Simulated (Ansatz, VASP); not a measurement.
# Fe in two plane-wave programs, part 2 of 2

Wanted: the spread between two codes on one cell, functional and k mesh. The cell is taken from a series of VASP runs on this material, whose earlier steps may have relaxed, scaled or displaced it; both programs get it as it stands.

VASP 6.6.1 and Ansatz 0.2.0.

So far: The structure; Ansatz: relaxation of cell and atoms, r2SCAN; VASP: relaxation of cell and atoms, r2SCAN.

## Step 3: VASP: relaxation of cell and atoms, r2SCAN (continued)

Level of this step: r2SCAN, spin-polarised from a ferromagnetic start (one magnetic atom a cell); plane waves and PAW (Fe) (VASP).

Numbers of over 12 decimals in the logs are rounded to 6 here.

From OUTCAR (step 3):

```text
ion  position               nearest neighbor table
   1  0.000  0.000  0.000-

  LATTYP: Found a body centered cubic cell.
 ALAT       =     2.8660571560

 Subroutine GETGRP returns: Found 48 space group operations
 (whereof 48 operations were pure point group operations)

The static configuration has the point symmetry O_h .

 Found    328 irreducible k-points:

   k-points           NKPTS =    328   k-points in BZ     NKDIM =    328   number of bands    NBANDS=     12

   dimension x,y,z NGX =    18 NGY =   18 NGZ =   18
   dimension x,y,z NGXF=    36 NGYF=   36 NGZF=   36

   ENCUT  =  450.0 eV  33.07 Ry    5.75 a.u.   4.29  4.29  4.29*2*pi/ulx,y,z

   NELECT =       8.0000    total number of electrons

 k-points in reciprocal lattice and weights: Automatic mesh
   0.00000000  0.00000000  0.00000000       0.000
   0.04545455  0.00000000  0.00000000       0.001
   0.09090909  0.00000000  0.00000000       0.001
   0.13636364  0.00000000  0.00000000       0.001
   0.18181818  0.00000000  0.00000000       0.001
   0.22727273  0.00000000  0.00000000       0.001
   0.27272727  0.00000000  0.00000000       0.001
   0.31818182  0.00000000  0.00000000       0.001
   0.36363636  0.00000000  0.00000000       0.001
[...]
0.50000000  0.50000000  0.45454545       0.001
   0.50000000  0.50000000  0.50000000       0.000

 average (electrostatic) potential at core
       1 -48.6037

 E-fermi :   5.4786

 spin component 1
 k-point     1 :       0.0000    0.0000    0.0000
  band No.  band energies     occupation
    ...
      2       2.4043      1.00000
      3       2.4045      1.00000
      4       2.4045      1.00000
      5       3.6138      1.00000
      6       3.6138      1.00000
      7      31.1274      0.00000
      8      31.1275      0.00000
      9      31.1275      0.00000
     10      35.9694      0.00000
     11      35.9694      0.00000
    ...

 k-point     2 :       0.0455    0.0000    0.0000
  band No.  band energies     occupation
    ...
      2       2.3832      1.00000
      3       2.4044      1.00000
      4       2.4484      1.00000
      5       3.5921      1.00000
      6       3.6154      1.00000
      7      30.4460      0.00000
      8      30.9858      0.00000
      9      31.0237      0.00000
     10      35.5187      0.00000
     11      36.1669      0.00000
    ...

 k-point     3 :       0.0909    0.0000    0.0000
  band No.  band energies     occupation
    ...
      2       2.3212      1.00000
      3       2.4009      1.00000
      4       2.5782      1.00000
      5       3.5364      1.00000
      6       3.6205      1.00000
      7      28.8343      0.00000
      8      30.5033      0.00000
      9      30.7577      0.00000
     10      34.6446      0.00000
     11      35.0546      0.00000
    ...

 k-point     4 :       0.1364    0.0000    0.0000
  band No.  band energies     occupation
    ...
      2       2.2247      1.00000
      3       2.3865      1.00000
      4       2.7868      1.00000
      5       3.4720      1.00000
      6       3.6295      1.00000
      7      26.8063      0.00000
      8      29.6764      0.00000
      9      30.4170      0.00000
     10      33.0824      0.00000
     11      34.2943      0.00000
    ...

 k-point     5 :       0.1818    0.0000    0.0000
  band No.  band energies     occupation
    ...
      2       2.1022      1.00000
      3       2.3635      1.00000
      4       3.0626      1.00000
      5       3.4301      1.00000
      6       3.6430      1.00000
      7      24.6101      0.00000
      8      28.6678      0.00000
      9      30.0694      0.00000
     10      31.5991      0.00000
     11      33.6645      0.00000
    ...

 k-point     6 :       0.2273    0.0000    0.0000
  band No.  band energies     occupation
    ...
      2       1.9648      1.00000
      3       2.3714      1.00000
      4       3.3893      1.00000
      5       3.4300      1.00000
      6       3.6613      1.00000
      7      22.3686      0.00000
      8      27.6389      0.00000
      9      29.7519      0.00000
     10      30.2172      0.00000
     11      33.2318      0.00000
    ...

  Total       -0.0034680     -0.0034680     -0.0034680      0.0000000      0.0000000     -0.0000000
  in kB       -0.4722592     -0.4722592     -0.4722592      0.0000000      0.0000000     -0.0000000
  external PRESSURE =      -0.4722592 kB  Pullay stress =       0.0000000 kB

  energy-cutoff  :      450.00
  volume of cell :       11.77
      direct lattice vectors                 reciprocal lattice vectors
    -1.432785432  1.432785432  1.432785432     0.000000000  0.348970606  0.348970606
     1.432785432 -1.432785432  1.432785432     0.348970606  0.000000000  0.348970606
     1.432785432  1.432785432 -1.432785432     0.348970606  0.348970606  0.000000000

 POSITION                                       TOTAL-FORCE (eV/Angst)
 -----------------------------------------------------------------------------------
      0.00000      0.00000      0.00000        -0.000000      0.000000     -0.000000
 -----------------------------------------------------------------------------------
    total drift:                               -0.000000      0.000000     -0.000000

  FREE ENERGIE OF THE ION-ELECTRON SYSTEM (eV)
  ---------------------------------------------------
  free  energy   TOTEN  =       -14.3587572028 eV

  energy  without entropy=      -14.3588361870  energy(sigma->0) =      -14.35878353

 reached required accuracy - stopping structural energy minimisation

 total charge
# of ion       s       p       d       tot
------------------------------------------
    1        0.479   0.551   6.169   7.200

 magnetization (x)
# of ion       s       p       d       tot
------------------------------------------
    1       -0.012  -0.117   2.858   2.729

[... 6 further parts left out ...]
```

CONTCAR:

```
Fe
   1.00000000000000
    -1.4327854315316069    1.4327854315316069    1.4327854315316069
     1.4327854315316069   -1.4327854315316069    1.4327854315316069
     1.4327854315316069    1.4327854315316069   -1.4327854315316069
  Fe
     1
Direct
     0.0000000000000000    0.0000000000000000    0.0000000000000000
```

SCAN-type functionals tend to overstate the moments of itinerant magnets.

## Step 4: Side by side

Known differences besides the potentials themselves: VASP keeps PBE cores, Ansatz makes them for the functional; both relaxations stop at a tolerance, which leaves soft axes loose, and VASP keeps its plane-wave basis; the data sets hold 16 valence electrons in Ansatz (default PAW (the set named soft_2) files) and 8 in VASP; the cutoff is 500 eV in Ansatz and 450 eV in VASP; Ansatz adds a Pulay correction to the stress that steers its cell, VASP none; site moments are counted in spheres of each program's own size. Total energies have different zeros and are not compared.

Compared:

```tsv
quantity	Ansatz	VASP	difference
volume (Å³)	11.80	11.77	+0.27 %
edge a after relaxation, in the typed setting (Å)	2.484	2.482	+0.09 %
total moment (μB)	2.66	2.66	0.00
moment on Fe1 (μB)	2.82	2.73	+0.09
```

The walks stopped with 0.00 GPa left in Ansatz and -0.05 GPa in VASP; each walk ends within a tolerance, so the volume difference is uncertain by about these residues over the bulk modulus, most in soft cells.

## Step 5: Outcome

```yaml
difference_in_volume_relaxation_of_cell_and_atoms_r2scan: 0.27 %
```

**Reading.** The difference in volume is 0.27 % (relaxation of cell and atoms, r2SCAN), within the 1.2 % picked in this series as the mark of a large difference, as far as the stopping tolerances let one tell. How closely two codes agree says nothing of how well the functional describes the real material.

[Lines on the potential files, build, host, timing and source positions are cut from VASP's logs without a mark.]

[Logs are printed without paths, hosts, clocks, repeated set-up lines and the standing remarks that a program may print on its own settings, such as how far it seeks lower states.]

[Hosts, paths, dates, database ids (printed as entryN), source tags and the programs' standing remarks are cut or masked in the printed files.]
